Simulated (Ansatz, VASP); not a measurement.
# Cross-check of GaSb between VASP and Ansatz, part 2 of 2

Aim: how closely do two programs agree when they are given the same cell, functional and k mesh? The cell is taken from a series of runs on this material, whose earlier steps may have relaxed, scaled, displaced or heated it; both programs get it as it stands.

VASP 6.6.1 and Ansatz 0.2.0.

So far: Set-up; VASP: zone-centre phonons, PBEsol.

### 2. VASP: zone-centre phonons, PBEsol (continued)

Level of this step: PBEsol; plane waves and PAW (Ga_d, Sb) (VASP).

Numbers of over 12 decimals in the logs are rounded to 6 here.

OUTCAR, selected parts (step 2):

```text
ion  position               nearest neighbor table
   1  0.000  0.000  0.000-   2 2.66   2 2.66   2 2.66   2 2.66
   2  0.750  0.750  0.750-   1 2.66   1 2.66   1 2.66   1 2.66

  LATTYP: Found a trigonal (rhomboedric) cell.
 ALAT       =     4.3497055976
 COS(alpha) =     0.4997904483

 Subroutine GETGRP returns: Found  6 space group operations
 (whereof  6 operations were pure point group operations)

The static configuration has the point symmetry C_3v.

   k-points           NKPTS =   1728   k-points in BZ     NKDIM =   1728   number of bands    NBANDS=     15

   dimension x,y,z NGX =    32 NGY =   32 NGZ =   32
   dimension x,y,z NGXF=    64 NGYF=   64 NGZF=   64

   ENCUT  =  500.0 eV  36.75 Ry    6.06 a.u.   7.93  7.93  7.93*2*pi/ulx,y,z

   NELECT =      18.0000    total number of electrons

 k-points in reciprocal lattice and weights: Points of the shifted mesh
   0.04166667  0.04166667  0.04166667       0.001
   0.04166667  0.04166667  0.12500000       0.001
   0.04166667  0.04166667  0.20833333       0.001
   0.04166667  0.04166667  0.29166667       0.001
   0.04166667  0.04166667  0.37500000       0.001
   0.04166667  0.04166667  0.45833333       0.001
   0.04166667  0.04166667  0.54166667       0.001
   0.04166667  0.04166667  0.62500000       0.001
   0.04166667  0.04166667  0.70833333       0.001
[...]
0.95833333  0.95833333  0.87500000       0.001
   0.95833333  0.95833333  0.95833333       0.001

 average (electrostatic) potential at core
       1 -65.6895       2 -87.6471

  Total       -0.3265192     -0.3265192     -0.3265192      0.0002237      0.0002237      0.0002237
  in kB       -8.9870737     -8.9870737     -8.9870737      0.0061584      0.0061584      0.0061584
  external PRESSURE =      -8.9870737 kB  Pullay stress =       0.0000000 kB

  energy-cutoff  :      500.00
  volume of cell :       58.21
      direct lattice vectors                 reciprocal lattice vectors
    -0.000644486  3.075706290  3.075706290    -0.162513200  0.162547260  0.162547260
     3.075706290 -0.000644486  3.075706290     0.162547260 -0.162513200  0.162547260
     3.075706290  3.075706290 -0.000644486     0.162547260  0.162547260 -0.162513200

 POSITION                                       TOTAL-FORCE (eV/Angst)
 -----------------------------------------------------------------------------------
      0.00025      0.00025      0.00025        -0.000719     -0.000719     -0.000719
      4.61282      4.61282      4.61282         0.000719      0.000719      0.000719
 -----------------------------------------------------------------------------------
    total drift:                                0.000002      0.000002      0.000002

 Eigenvectors and eigenvalues of the dynamical matrix
 ----------------------------------------------------

   1 f  =    6.483490 THz    40.736972 2PiTHz  216.265961 cm-1    26.813550 meV
             X         Y         Z           dx          dy          dz
      0.000254  0.000254  0.000254    -0.460281   -0.460281   -0.460281
      4.612822  4.612822  4.612822     0.348532    0.348532    0.348532

   2 f  =    6.481875 THz    40.726819 2PiTHz  216.212064 cm-1    26.806867 meV
             X         Y         Z           dx          dy          dz
      0.000254  0.000254  0.000254     0.449922    0.182462   -0.632384
      4.612822  4.612822  4.612822    -0.340648   -0.138146    0.478794

   3 f  =    6.481875 THz    40.726819 2PiTHz  216.212064 cm-1    26.806867 meV
             X         Y         Z           dx          dy          dz
      0.000254  0.000254  0.000254    -0.470451    0.624869   -0.154418
      4.612822  4.612822  4.612822     0.356191   -0.473105    0.116914

   4 f/i=    0.001541 THz     0.009682 2PiTHz    0.051399 cm-1     0.006373 meV
             X         Y         Z           dx          dy          dz
      0.000254  0.000254  0.000254     0.346070    0.130875   -0.476945
      4.612822  4.612822  4.612822     0.457084    0.172857   -0.629941

   5 f/i=    0.001541 THz     0.009682 2PiTHz    0.051399 cm-1     0.006373 meV
             X         Y         Z           dx          dy          dz
      0.000254  0.000254  0.000254     0.350925   -0.475168    0.124243
      4.612822  4.612822  4.612822     0.463496   -0.627594    0.164098

   6 f/i=    0.001905 THz     0.011968 2PiTHz    0.063538 cm-1     0.007878 meV
             X         Y         Z           dx          dy          dz
      0.000254  0.000254  0.000254     0.348532    0.348532    0.348532
      4.612822  4.612822  4.612822     0.460281    0.460281    0.460281

 ELASTIC MODULI CONTR FROM IONIC RELAXATION (kBar)
 Direction    XX          YY          ZZ          XY          YZ          ZX
 --------------------------------------------------------------------------------
 XX          -0.0030     -0.0014     -0.0014      0.2026      0.6580      0.0966
 YY          -0.0014     -0.0030     -0.0014      0.0966      0.2026      0.6580
 ZZ          -0.0014     -0.0014     -0.0030      0.6580      0.0966      0.2026
 XY           0.2026      0.0966      0.6580   -163.8043      1.4600      1.4600
 YZ           0.6580      0.2026      0.0966      1.4600   -163.8043      1.4600
 ZX           0.0966      0.6580      0.2026      1.4600      1.4600   -163.8043
 --------------------------------------------------------------------------------
```

### 3. Ansatz: zone-centre phonons, PBEsol

Ansatz runs on its PAW soft_1 files.

The same cell, functional, mesh and smearing now go to Ansatz, which takes its cutoff from its data sets.

Contents of input.yaml:

```yaml
crystal:
  lattice:
    - [-0.0006444856, 3.0757062905, 3.0757062905]
    - [3.0757062905, -0.0006444856, 3.0757062905]
    - [3.0757062905, 3.0757062905, -0.0006444856]
  atoms:
    - { symbol: Ga, position: [4.12973e-05, 4.12973e-05, 4.12973e-05] }
    - { symbol: Sb, position: [0.7499587027, 0.7499587027, 0.7499587027] }
kpoints:
  mp_grid: { grid: [12, 12, 12], shift: [0.5, 0.5, 0.5] }
hamiltonian:
  xc: pbesol
  pseudopotentials: { kind: paw, azcp: { folder: soft_1 }, xc_functional: pbe }
scf:
  occupations: { method: gaussian, width: 0.015 }
output:
  eigenvalues: true
phonons:
  method: dfpt
```

Command:

```bash
$ ansatz run input.yaml --threads 4 --pin off --max-ram 10240MiB --backend cpu --events-out ev --progress --plain --runs-dir out
```

Log:

```text
Engine: ansatz 0.2.0, x86_64-unknown-linux-gnu
Pseudopotentials: kind: paw
Pseudopotential: Ga, paw, valence charge 13, recommended cutoff 420 eV (normal), soft_1/Ga.paw.azcp
Pseudopotential: Sb, paw, valence charge 15, recommended cutoff 420 eV (normal), soft_1/Sb.paw.azcp
Functional definition: PBEsol
  exchange = pbesol_x
  correlation = pbesol_c
Crystal: 2 atoms, lattice volume = 58.210 Å³
Basis set: ecut = 420 eV, 1139 PW (Γ), exchange–correlation on 60×60×60 points (8 copies of the dense FFT grid, shifted against one another)
Bands: 18, of which v1, the nominal top of the filled ones, is band 14 counted from 1 (13 counted from 0)
Symmetry: 6 space group operations
k-points: 468 of 1728 (irreducible under 2 space group operations, time reversal used)
Non-local potential: Ga, projectors of the file, l = 0: 2, l = 1: 2, l = 2: 3, l = 3: 1
Non-local potential: Sb, projectors of the file, l = 0: 2, l = 1: 2, l = 2: 2, l = 3: 1
PAW form: soft (Blöchl's): semilocal exchange-correlation on the pseudo side does not see the compensation charge
PAW frozen core: Ga, regenerated for the run's functional, and the local potential with it (the file was generated under x = pbe(κ = 0.804, μ = 0.219515), c = pbe(β = 0.066725))
PAW frozen core: Sb, regenerated for the run's functional, and the local potential with it (the file was generated under x = pbe(κ = 0.804, μ = 0.219515), c = pbe(β = 0.066725))
PAW one-centre angular grid: Ga, 590 points (default); XC on 64 Gauss nodes
PAW one-centre angular grid: Sb, 590 points (default); XC on 64 Gauss nodes
Initial density: superposition of atomic densities (chi_scale 0.1, normalization cell, long waves kept (reshape's long-wave potential 0.00 eV rms))
Initial wavefunctions: pseudopotential atomic-orbital guess
Functional: x = pbesol(κ = 0.804, μ = 0.123457), c = pbesol(β = 0.046)
SCF iter   1: F=—  HF=-10151.697666 eV  |F-HF|=—  |Δ(HF+E_count)|=         —  Δρ=3.11e-2  dr2=4.00e-1  ethr=3.10e-3  ⟨swp⟩=6.0  Hψ=45450  notcnv=0
preconditioner: auto → none  [insulator: Δε(μ)=0.361 eV  Ē_g=14.647 eV  σ=0.015 eV  W_gap=1.00  n_scr=14 (ndim 8)  ℏωp=20.6 eV  f_vac=0.008  D(μ)=0.00/eV (n_scr^D=0)  ε∞_Penn≈3.0]
SCF iter   2: F=—  HF=-10151.622274 eV  |F-HF|=—  |Δ(HF+E_count)|=   7.54e-2  Δρ=1.42e-2  dr2=6.85e-2  ethr=1.43e-3  ⟨swp⟩=2.0  Hψ=14056  notcnv=0
SCF iter   3: F=—  HF=-10151.620379 eV  |F-HF|=—  |Δ(HF+E_count)|=   1.89e-3  Δρ=4.96e-3  dr2=1.41e-2  ethr=2.45e-4  ⟨swp⟩=2.1  Hψ=14582  notcnv=0
SCF iter   4: F=—  HF=-10151.614094 eV  |F-HF|=—  |Δ(HF+E_count)|=   6.29e-3  Δρ=7.92e-4  dr2=2.00e-4  ethr=5.04e-5  ⟨swp⟩=3.0  Hψ=16314  notcnv=0
SCF iter   5: F=—  HF=-10151.614070 eV  |F-HF|=—  |Δ(HF+E_count)|=   2.36e-5  Δρ=3.58e-4  dr2=2.65e-5  ethr=7.16e-7  ⟨swp⟩=2.0  Hψ=12636  notcnv=0
SCF iter   6: F=—  HF=-10151.614073 eV  |F-HF|=—  |Δ(HF+E_count)|=   3.20e-6  Δρ=3.33e-5  dr2=5.25e-7  ethr=9.45e-8  ⟨swp⟩=2.0  Hψ=14657  notcnv=0
SCF iter   7: F=—  HF=-10151.614073 eV  |F-HF|=—  |Δ(HF+E_count)|=   1.00e-7  Δρ=6.53e-6  dr2=2.14e-8  ethr=1.88e-9  ⟨swp⟩=2.0  Hψ=14976  notcnv=0
SCF iter   8: F=—  HF=-10151.614073 eV  |F-HF|=—  |Δ(HF+E_count)|=   2.45e-8  Δρ=1.34e-6  dr2=9.94e-10  ethr=7.66e-11  ⟨swp⟩=2.0  Hψ=10351  notcnv=0
SCF iter   9: F=-10151.614073 eV  HF=-10151.614073 eV  |F-HF|=1.09e-11  |Δ(HF+E_count)|=  4.95e-10  Δρ=1.27e-7  dr2=8.06e-12  ethr=1.00e-12  ⟨swp⟩=5.0  Hψ=46727  notcnv=0
SCF 1 converged in 9 iterations: F = -10151.614073 eV  dr2 = 8.06e-12
  greatest PAW one-centre occupation: 0.996 electrons in one spin orbital (limit 2), on the Sb atom at site 1 (counted from 0), in its partial waves of l = 2
DFPT response loops at Γ: preconditioner auto → none (the input reference at scf.mixing.eps_inf says where Resta's filter doesn't serve); β = 0.50; Broyden in place of MSR1
SCF converged after 9 iterations
Free energy (F): -10151.614073 eV
Harris-Foulkes:  -10151.614073 eV  (|F-HF|=1.09e-11)
Internal energy: -10151.614073 eV  (E = F + TS)
E sigma→0 (E₀):  -10151.614073 eV
Fermi energy:    7.606402 eV
--- Per-component energies (eV) ---
  E_band       = -266.442597
  E_kinetic    = 275.207592
  E_local      = -3403.582615  (includes V_loc(G=0)·N_el)
  E_nonlocal   = 299.496896
  E_hartree    = 1736.890206
  E_xc         = -160.146203
  E_vxc        = -145.761270  (∫ρ·V_xc dr)
  E_paw        = -6420.561500  (= ΣΔE_a)
  E_vpaw       = -765.583551  (= ΣTr[D̂ρ^β])
  E_aug_tail   = -0.000063  (compensation charges beyond the density's cutoff)
  E_ewald      = -2480.113220
  E_core_change = 1.194834  (= ΣΔE_core)
  E_smearing   = -0.000000  (= −TS)
  E_closure    = 0.000000  (closes the sum)
  Σ components = -10151.614073   (vs F -10151.614073, Δ=0.00e0)
--- Band table (eV; the first three rows and the last of 468) ---
  k-point 0: bands = [... 10 lower, -3.9108, 6.7708, 7.4269, 7.4269, 7.9175, 10.2788, 10.2788, 10.2829]
  k-point 1: bands = [... 10 lower, -3.8175, 5.7855, 7.0810, 7.3701, 8.4623, 10.3703, 10.3898, 10.8054]
  k-point 2: bands = [... 10 lower, -3.5900, 4.4845, 6.7285, 7.1260, 8.5239, 10.6961, 10.8654, 11.6333]
  k-point 467: bands = [... 10 lower, -2.3364, 1.1739, 6.1380, 6.2965, 7.9883, 11.1352, 11.2657, 13.9032]
--- Phonons (Γ-DFPT): 2 representative perturbations + reference, on 468 of 1728 k-points (Σ response iterations 6) ---
  k mesh reduced under 2 symmetry operations, with k and −k counted as one. Each operation leaves every solved perturbation unchanged. A smaller set is not used because it would not reduce the number of displacements times k-points to solve
  ASR residual: 1.312e-4 → 0.000e0 eV/Å²; symmetrization residual: 8.243e-6 eV/Å²
  ASR residual per site (eV/Å²): 1.31e-4 6.98e-5
  Γ frequencies (cm⁻¹): 0.00 0.00 0.00 215.05 215.05 215.13
  non-analytic LO–TO correction: not included (Born effective charges unavailable; polar crystals: no LO–TO splitting at Γ)
```

### 4. Comparison

Known differences besides the potentials themselves: the data sets hold 28 valence electrons in Ansatz (on its PAW soft_1 files) and 18 in VASP; the cutoff is 420 eV in Ansatz and 500 eV in VASP; Ansatz makes its cores anew for this functional, VASP keeps those of its PBE data sets. Total energies have different zeros and are not compared.

The two programs side by side:

```csv
quantity,Ansatz,VASP,difference
optical mode 1 to 3 (cm⁻¹),215.1,216.2,-0.54 %
```

Modes are paired by rising frequency, not by their patterns, so a pair may set unlike modes beside each other; they are those without the splitting of longitudinal modes.

### 5. Outcome

| Item | Value |
| --- | --- |
| r.m.s. difference of the optical zone-centre modes, each program's sorted by frequency (zone-centre phonons, PBEsol) | 1.2 cm⁻¹ |
| difference in optical mode 1 to 3 (zone-centre phonons, PBEsol) | -0.5 % |

**Reading.** The r.m.s. difference of the optical zone-centre modes, each program's sorted by frequency is 1.2 cm⁻¹ (zone-centre phonons, PBEsol). The data sets hold unlike numbers of valence electrons (28 in Ansatz and 18 in VASP), so part of the differences comes from the potentials. Among the rows given in per cent, the largest difference of the zone-centre phonons, PBEsol pair is in optical mode 1 to 3, -0.5 %. Such differences can come from data sets, numerical settings and the points named under the comparisons, not from the functional's error against experiment.

[Lines on the potential files, build, host, timing and source positions are cut from VASP's logs without a mark.]

[Logs are printed without paths, hosts, clocks, repeated set-up lines and the standing remarks that a program may print on its own settings, such as how far it seeks lower states.]

[Hosts, paths, dates, database ids (printed as entryN), source tags and the programs' standing remarks are cut or masked in the printed files.]
